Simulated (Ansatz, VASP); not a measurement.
# Cd2C: VASP beside Ansatz, part 2 of 2

Wanted: the spread between two codes on one cell, functional and k mesh. The cell is generated by rule, not measured, and may not be a known phase. Of the first pair: The two relaxations start from unlike cells of this crystal (the structure described is Ansatz's start), so only their ends are compared.

VASP 6.6.1 and Ansatz 0.2.0.

So far: The structure; VASP: relaxation of cell and atoms, PBEsol, pair 1; Ansatz: relaxation of cell and atoms, PBEsol, pair 1; Comparison.

## Step 5: Ansatz: relaxation of cell and atoms, PBEsol, pair 2

Level of this step: Ansatz beside VASP: Kohn-Sham DFT, plane waves, PBEsol (Ansatz).

The relaxed volume is the usual yardstick between codes: in a stiff, nearly cubic crystal its relative difference is about their pressure difference at one cell divided by the bulk modulus. This pair takes another cell of the material, with 6 atoms against 3 for the pair before.

The cell is taken from a series of runs on this material, whose earlier steps may have relaxed, scaled, displaced or heated it; both programs get it as it stands.

File input.yaml:

```yaml
crystal:
  lattice:
    - [4.0550079998, 0.0, 0.0]
    - [0.0, 4.0550079998, 0.0]
    - [0.0, 0.0, 6.2484902658]
  atoms:
    - { symbol: C, position: [0.5, 0.5, 0.5] }
    - { symbol: C, position: [0.0, 0.0, 0.0] }
    - { symbol: Cd, position: [0.0, 0.5, 0.6457907002] }
    - { symbol: Cd, position: [0.5, 0.0, 0.3542092998] }
    - { symbol: Cd, position: [0.0, 0.5, 0.1457907002] }
    - { symbol: Cd, position: [0.5, 0.0, 0.8542092998] }
kpoints:
  mp_grid: { grid: [8, 8, 6] }
hamiltonian:
  xc: pbesol
scf:
  occupations: { method: methfessel_paxton, width: 0.2 }
output:
  forces: true
  stress: true
  eigenvalues: true
relax:
  adjacent_minimum: "off"
  f_tol: 0.001
  max_steps: 60
  cell: { stress_tol: 0.01 }
```

On the command line:

```console
$ ansatz run input.yaml --threads 4 --pin off --max-ram 7168MiB --backend cpu --events-out ev --progress --plain --runs-dir out
```

Numbers of over 12 decimals in the logs are rounded to 6 here.

The log of the run:

```text
[...]
Crystal: 6 atoms, lattice volume = 102.744 Å³
Basis set: ecut = 420 eV, 2013 PW (Γ), exchange–correlation on 60×60×90 points (8 copies of the dense FFT grid, shifted against one another)
Bands: 53, of which v1, the nominal top of the filled ones, is band 44 counted from 1 (43 counted from 0)
Symmetry: 16 space group operations
[...]
k-points: 60 of 384
[...]
cell:  # Å, volume = 102.7312 Å³
    - [4.055363, 0, 0.0]
    - [0, 4.055363, 0.0]
    - [0.0, 0.0, 6.246588]
  atoms:
    - { symbol: C, position: [0.5, 0.5, 0.5] }
    - { symbol: C, position: [0, 0, 0] }
    - { symbol: Cd, position: [0, 0.5, 0.645738] }
    - { symbol: Cd, position: [0.5, 0.0, 0.354262] }
    - { symbol: Cd, position: [0, 0.5, 0.145738] }
    - { symbol: Cd, position: [0.5, 0.0, 0.854262] }
[key lines of the parts left out:]
SCF converged after 4 iterations
Free energy (F): -33223.178991 eV
Fermi energy:    13.353307 eV
P = ⅓ Tr σ = 0.0013 GPa (0.013 kbar)
```

## Step 6: VASP: relaxation of cell and atoms, PBEsol, pair 2

The same cell, functional, mesh and smearing now go to VASP, with its own data sets.

File INCAR:

```
SYSTEM = Cd2C
PREC = Accurate
ENCUT = 600
EDIFF = 1E-07
NELM = 120
ISMEAR = 1
SIGMA = 0.2
LREAL = .FALSE.
ALGO = Normal
GGA = PS
NBANDS = 34
LORBIT = 11
LWAVE = .FALSE.
LCHARG = .FALSE.
ISIF = 3
IBRION = 2
NSW = 80
EDIFFG = -0.005
LASPH = .TRUE.
GGA_COMPAT = .FALSE.
NELMIN = 4
KPAR = 2
```

File POSCAR:

```
Cd2C
1.0
    4.0550080000      0.0000000000      0.0000000000
    0.0000000000      4.0550080000      0.0000000000
    0.0000000000      0.0000000000      6.2484900000
C Cd
2 4
Direct
    0.5000000000      0.5000000000      0.5000000000
    0.0000000000      0.0000000000      0.0000000000
    0.0000000000      0.5000000000      0.6457907430
    0.5000000000      0.0000000000      0.3542092570
    0.0000000000      0.5000000000      0.1457907430
    0.5000000000      0.0000000000      0.8542092570
```

File KPOINTS:

```
Automatic mesh
0
Gamma
8 8 6
0 0 0
```

PAW data sets: C and Cd (PBE family, release 64).

On the command line:

```console
$ mpirun -np 2 vasp_std
```

The log of the run:

```text
[banner, memory and clock lines left out]
running    2 mpi-ranks, on    1 nodes
[...]
[... a notice as in an earlier step ...]

 LDA part: xc-table for (Slater+PW92), standard interpolation
 POSCAR, INCAR and KPOINTS ok, starting setup
[...]
entering main loop
       N       E                     dE             d eps       ncg     rms          rms(c)
DAV:   1     0.473551222699E+03    0.47355E+03   -0.32194E+04  4080   0.185E+03
DAV:   2     0.287039310747E+01   -0.47068E+03   -0.45830E+03  4184   0.450E+02
DAV:   3    -0.214816423323E+02   -0.24352E+02   -0.24099E+02  4864   0.101E+02
DAV:   4    -0.218331809200E+02   -0.35154E+00   -0.35069E+00  4428   0.106E+01
[...]
DAV:  12    -0.175520321212E+02    0.28633E-04   -0.13606E-04  4926   0.683E-02    0.131E-02
DAV:  13    -0.175520304824E+02    0.16388E-05   -0.14004E-05  4514   0.172E-02    0.455E-03
DAV:  14    -0.175520304148E+02    0.67610E-07   -0.88533E-07  4232   0.603E-03
   1 F= -.17552030E+02 E0= -.17551995E+02  d E =-.175520E+02
[... from here on, the cycles between the ionic steps are left out ...]
   2 F= -.17553574E+02 E0= -.17553452E+02  d E =-.154370E-02
   3 F= -.17554002E+02 E0= -.17553907E+02  d E =-.197202E-02
   4 F= -.17554002E+02 E0= -.17553906E+02  d E =-.197151E-02
   5 F= -.17554082E+02 E0= -.17553985E+02  d E =-.803224E-04
   6 F= -.17554306E+02 E0= -.17554209E+02  d E =-.304075E-03
   7 F= -.17554668E+02 E0= -.17554573E+02  d E =-.665999E-03
   8 F= -.17555049E+02 E0= -.17554969E+02  d E =-.104713E-02
   9 F= -.17555120E+02 E0= -.17555038E+02  d E =-.710544E-04
  10 F= -.17555147E+02 E0= -.17555066E+02  d E =-.982899E-04
  11 F= -.17555146E+02 E0= -.17555065E+02  d E =-.973760E-04
  12 F= -.17555118E+02 E0= -.17555019E+02  d E =0.286529E-04
  13 F= -.17555168E+02 E0= -.17555080E+02  d E =-.213853E-04
  14 F= -.17555176E+02 E0= -.17555088E+02  d E =-.787054E-05
 trial-energy change:   -0.000008  1 .order   -0.000007   -0.000020    0.000007
 step:   1.3216(harm=  1.2505)  dis= 0.00016  next Energy=   -17.555176 (dE=-0.856E-05)
 reached required accuracy - stopping structural energy minimisation
```

Parts of OUTCAR (step 6):

```text
  Total       -0.0191766     -0.0191766     -0.0166622      0.0000000      0.0000000     -0.0000000
  in kB       -0.2984849     -0.2984849     -0.2593478      0.0000000      0.0000000     -0.0000000
  external PRESSURE =      -0.2854392 kB  Pullay stress =       0.0000000 kB

 POSITION                                       TOTAL-FORCE (eV/Angst)
 -----------------------------------------------------------------------------------
      2.03282      2.03282      3.11366         0.000000     -0.000000      0.000000
      0.00000      4.06564     -0.00000         0.000000      0.000000      0.000000
     -0.00000      2.03282      4.04690        -0.000000     -0.000000      0.002197
      2.03282     -0.00000      2.18042         0.000000      0.000000     -0.002197
     -0.00000      2.03282      0.93324        -0.000000     -0.000000      0.002197
      2.03282     -0.00000      5.29408         0.000000      0.000000     -0.002197
 -----------------------------------------------------------------------------------
    total drift:                                0.000000      0.000000     -0.000000

  FREE ENERGIE OF THE ION-ELECTRON SYSTEM (eV)
  ---------------------------------------------------
  free  energy   TOTEN  =       -17.5551756850 eV

  energy  without entropy=      -17.5549127375  energy(sigma->0) =      -17.55508804

[... 1 part as in an earlier step ...]

[... 3 further parts left out ...]
[key lines of the parts left out:]
E-fermi :   3.0789
```

The run keeps the 16 symmetry operations of its start, so it cannot find a distortion of lower symmetry.

## Step 7: Differences

What differs besides the data sets and the points named for the pairs above, as far as they apply: the data sets hold 88 valence electrons in Ansatz (on its default PAW (the set named soft_2) files) and 56 in VASP. Total energies have different zeros and are not compared.

The two programs side by side:

| quantity | Ansatz | VASP | difference |
| --- | --- | --- | --- |
| volume (Å³) | 102.73 | 102.93 | -0.20 % |
| edge a after relaxation, in the typed setting (Å) | 4.055 | 4.066 | -0.25 % |
| edge c after relaxation, in the typed setting (Å) | 6.247 | 6.227 | +0.31 % |

## Step 8: Ansatz: relaxation of cell and atoms, PBEsol, pair 3

The relaxed volume is the usual yardstick between codes: in a stiff, nearly cubic crystal its relative difference is about their pressure difference at one cell divided by the bulk modulus. Its start cell is another than that of the pair before, and may be another structure of the material.

The two relaxations start from unlike cells of this crystal (the structure described is Ansatz's start), so only their ends are compared.

File input.yaml:

```yaml
crystal:
  lattice:
    - [0.0, -2.8883649712, -2.8883649712]
    - [0.0, 2.8883649712, -2.8883649712]
    - [5.7767299423, 0.0, 0.0]
  atoms:
    - { symbol: C, position: [0.5, 0.5, 0.5] }
    - { symbol: C, position: [0.0, 1.0, 0.0] }
    - { symbol: Cd, position: [0.0, 0.5, 0.6721012572] }
    - { symbol: Cd, position: [0.5, 0.0, 0.3278987428] }
    - { symbol: Cd, position: [1.0, 0.5, 0.1721012572] }
    - { symbol: Cd, position: [0.5, 0.0, 0.8278987428] }
kpoints:
  mp_grid: { grid: [10, 10, 6] }
hamiltonian:
  xc: pbesol
scf:
  occupations: { method: methfessel_paxton, width: 0.2 }
output:
  forces: true
  stress: true
  eigenvalues: true
relax:
  adjacent_minimum: "off"
  f_tol: 0.002
  max_steps: 120
  cell: { stress_tol: 0.03 }
```

On the command line:

```console
$ ansatz run input.yaml --threads 4 --pin off --max-ram 7168MiB --backend cpu --events-out ev --progress --plain --runs-dir out
```

The log of the run:

```text
[...]
Crystal: 6 atoms, lattice volume = 96.386 Å³
Basis set: ecut = 420 eV, 1891 PW (Γ), exchange–correlation on 60×60×80 points (8 copies of the dense FFT grid, shifted against one another)
Bands: 53, of which v1, the nominal top of the filled ones, is band 44 counted from 1 (43 counted from 0)
Symmetry: 16 space group operations
[...]
k-points: 84 of 600
[...]
cell:  # Å, volume = 102.7445 Å³
    - [0, -2.867324, -2.867324]
    - [0, 2.867324, -2.867324]
    - [6.248490, 0, 0.0]
  atoms:
    - { symbol: C, position: [0.500000, 0.500000, 0.5] }
    - { symbol: C, position: [0.0, 1.000000, 1.2512294248532706e-19] }
    - { symbol: Cd, position: [0.0, 0.500000, 0.645791] }
    - { symbol: Cd, position: [0.500000, 0.0, 0.354209] }
    - { symbol: Cd, position: [1.0, 0.5, 0.145791] }
    - { symbol: Cd, position: [0.500000, 0.0, 0.854209] }
[key lines of the parts left out:]
SCF converged after 4 iterations
Free energy (F): -33223.182837 eV
Fermi energy:    13.364756 eV
P = ⅓ Tr σ = 0.0047 GPa (0.047 kbar)
```

## Step 9: VASP: relaxation of cell and atoms, PBEsol, pair 3

Its own start cell and the same functional, mesh and smearing now go to VASP, with its own data sets.

INCAR is that of step 6.

File POSCAR:

```
Cd2C
1.0
    0.0000000000     -2.8746992378     -2.8746992378
    0.0000000000      2.8746992378     -2.8746992378
    6.2437465801      0.0000000000      0.0000000000
C Cd
2 4
Direct
    0.5000000000      0.5000000000      0.5000000000
    0.0000000000      0.0000000000      0.0000000000
    0.0000000000      0.4999998269      0.6486710935
    0.4999998269      0.0000000000      0.3513287334
    0.9999998269      0.5000000000      0.1486710935
    0.4999998269      0.0000000000      0.8513287334
```

File KPOINTS:

```
Automatic mesh
0
Gamma
10 10 6
0 0 0
```

On the command line:

```console
$ mpirun -np 2 vasp_std
```

The log of the run:

```text
[... set-up lines as in an earlier step ...]
 entering main loop
       N       E                     dE             d eps       ncg     rms          rms(c)
DAV:   1     0.474410666968E+03    0.47441E+03   -0.32235E+04  5712   0.185E+03
DAV:   2     0.319269699354E+01   -0.47122E+03   -0.45946E+03  5854   0.451E+02
DAV:   3    -0.214042110442E+02   -0.24597E+02   -0.24378E+02  6800   0.101E+02
DAV:   4    -0.217658517720E+02   -0.36164E+00   -0.36084E+00  6292   0.107E+01
[...]
DAV:  12    -0.175592895987E+02    0.27813E-04   -0.14066E-04  6906   0.699E-02    0.134E-02
DAV:  13    -0.175592877281E+02    0.18707E-05   -0.14957E-05  6428   0.176E-02    0.447E-03
DAV:  14    -0.175592876528E+02    0.75237E-07   -0.97263E-07  5942   0.618E-03
   1 F= -.17559288E+02 E0= -.17559647E+02  d E =-.175593E+02
[... from here on, the cycles between the ionic steps are left out ...]
   2 F= -.17559315E+02 E0= -.17559673E+02  d E =-.276012E-04
   3 F= -.17559316E+02 E0= -.17559673E+02  d E =-.285181E-04
   4 F= -.17559317E+02 E0= -.17559673E+02  d E =-.288915E-04
   5 F= -.17559339E+02 E0= -.17559694E+02  d E =-.223611E-04
   6 F= -.17559387E+02 E0= -.17559736E+02  d E =-.699781E-04
   7 F= -.17559392E+02 E0= -.17559731E+02  d E =-.751150E-04
   8 F= -.17559404E+02 E0= -.17559748E+02  d E =-.875507E-04
   9 F= -.17559442E+02 E0= -.17559783E+02  d E =-.375291E-04
  10 F= -.17559455E+02 E0= -.17559794E+02  d E =-.513031E-04
  11 F= -.17559479E+02 E0= -.17559815E+02  d E =-.240348E-04
  12 F= -.17559491E+02 E0= -.17559825E+02  d E =-.353445E-04
[...]
reached required accuracy - stopping structural energy minimisation
```

From OUTCAR (step 9):

```text
  Total       -0.0149015     -0.0182063     -0.0182063      0.0000000      0.0000000     -0.0000000
  in kB       -0.2319380     -0.2833758     -0.2833758      0.0000000      0.0000000     -0.0000000
  external PRESSURE =      -0.2662298 kB  Pullay stress =       0.0000000 kB

 POSITION                                       TOTAL-FORCE (eV/Angst)
 -----------------------------------------------------------------------------------
      3.11429      0.00000     -2.87459        -0.000000      0.000000      0.000000
      0.00000      0.00000     -0.00000        -0.000000      0.000000      0.000000
      4.04877      1.43729     -1.43729         0.001002     -0.000000     -0.000000
      2.17980     -1.43729     -1.43729        -0.001002      0.000000      0.000000
      0.93448     -1.43729     -4.31188         0.001002     -0.000000     -0.000000
      5.29409     -1.43729     -1.43729        -0.001002      0.000000      0.000000
 -----------------------------------------------------------------------------------
    total drift:                                0.000630     -0.000295     -0.000649

  FREE ENERGIE OF THE ION-ELECTRON SYSTEM (eV)
  ---------------------------------------------------
  free  energy   TOTEN  =       -17.5594907426 eV

  energy  without entropy=      -17.5604937119  energy(sigma->0) =      -17.55982507

[... 1 part as in an earlier step ...]

[... 3 further parts left out ...]
[key lines of the parts left out:]
E-fermi :   3.0894
```

## Step 10: Comparison

What differs besides the data sets and the points named for the pairs above, as far as they apply: the data sets hold 88 valence electrons in Ansatz (on its default PAW (the set named soft_2) files) and 56 in VASP. Total energies have different zeros and are not compared.

Compared:

| quantity | Ansatz | VASP | difference |
| --- | --- | --- | --- |
| volume (Å³) | 102.74 | 102.94 | -0.19 % |
| edge a after relaxation, in the typed setting (Å) | 4.055 | 4.065 | -0.25 % |
| edge c after relaxation, in the typed setting (Å) | 6.248 | 6.229 | +0.32 % |

## Step 11: Outcome

```yaml
difference_in_volume_relaxation_of_cell_and_atoms_pbesol_pair_1: -1.0 %
difference_in_edge_c_after_relaxation_in_the_typed_setting_relaxation_of_cell_and_atoms_pbesol_pair_2: 0.31 %
difference_in_edge_c_after_relaxation_in_the_typed_setting_relaxation_of_cell_and_atoms_pbesol_pair_3: 0.32 %
```

**Reading.** The difference in volume is -1.0 % (relaxation of cell and atoms, PBEsol, pair 1), within the 1.2 % picked in this series as the mark of a large difference, as far as the stopping tolerances let one tell. The data sets hold unlike numbers of valence electrons (44 in Ansatz and 28 in VASP and 88 in Ansatz and 56 in VASP), so part of the differences comes from the potentials. 3 further runs of this series are not shown here. Such differences can come from data sets, numerical settings and the points named under the comparisons, not from the functional's error against experiment.

[Lines on the potential files, build, host, timing and source positions are cut from VASP's logs without a mark.]

[Logs are printed without paths, hosts, clocks, repeated set-up lines and the standing remarks that a program may print on its own settings, such as how far it seeks lower states.]

[Hosts, paths, dates, database ids (printed as entryN), source tags and the programs' standing remarks are cut or masked in the printed files.]
